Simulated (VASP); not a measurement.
Here is the system:

```xyz
2
Lattice="0.0000 2.8723 2.8723 2.8723 0.0000 2.8723 2.8723 2.8723 0.0000" Properties=species:S:1:pos:R:3 pbc="T T T"
Zn     0.0000     0.0000     0.0000
Se     1.4362     1.4362     1.4362
```

Calculation: PBE GGA, VASP's PBE PAW potentials (set 64) (plane waves; VASP). Settings: PREC = Normal, 500 eV cut-off, 4×4×4 Γ-centred mesh, Gaussian smearing of 0.010 eV, potentials Zn_sv_GW Se_GW.

Predict the energy per atom (σ→0), band gap (on the k-mesh) with the smallest direct gap where there is one.

```yaml
band gap (on the k-mesh): 1.10 eV
smallest direct gap (on the k-mesh): 1.10 eV
energy per atom (σ→0): -2.994 eV/atom
```

Only differences to runs with the same potentials and settings are physical.

The compound is ZnSe in the zinc blende structure. This cell is one point of a volume scan, at 1.04 of the reference volume. The k-mesh is coarse (spacing up to 0.47 per Å, 2π included), so the numbers may not be converged in it.
